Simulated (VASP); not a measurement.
ZnH16Cl2O8, 27 atoms in the cell. The cell holds a amorphous, 27 atoms: a = 6.956 Å, b = 6.956 Å, c = 6.956 Å, α = 90.00°, β = 90.00°, γ = 90.00°. The cell was built by a generator and needn't be a form met in nature.

* Program: VASP 6.6.1
* Task: single point
* Functional: PBE
* Potentials or basis: VASP PAW PBE potentials, release 64 (O, H, Zn, Cl)
* Cutoff: 520 eV
* k mesh: 1 × 1 × 1
* Occupations: fermi-dirac, width 0.02 eV
* Spin: no spin polarisation
* Dipole correction: no
* Further INCAR settings: LREAL = Auto; ALGO = Fast; EDIFF = 1e-06; NBANDS = 64

Potentials or basis: VASP PAW PBE potentials, release 64 (O, H, Zn, Cl).

Launch:

```sh
$ cat potpaw_PBE.64/O/POTCAR potpaw_PBE.64/H/POTCAR potpaw_PBE.64/Zn/POTCAR potpaw_PBE.64/Cl/POTCAR > POTCAR
$ mpirun -np 1 vasp_gam > vasp.out
```

Hardware: 1 thread of Intel(R) Xeon(R) Platinum 8488C (Sapphire Rapids) (shared host).

**Question.** Estimate the wall time of this run.

**Answer.** It took 36 s on 1 thread of Intel(R) Xeon(R) Platinum 8488C (Sapphire Rapids) (shared host), peak memory 0.39 GiB. Counts: scf iterations 17, k points 1.
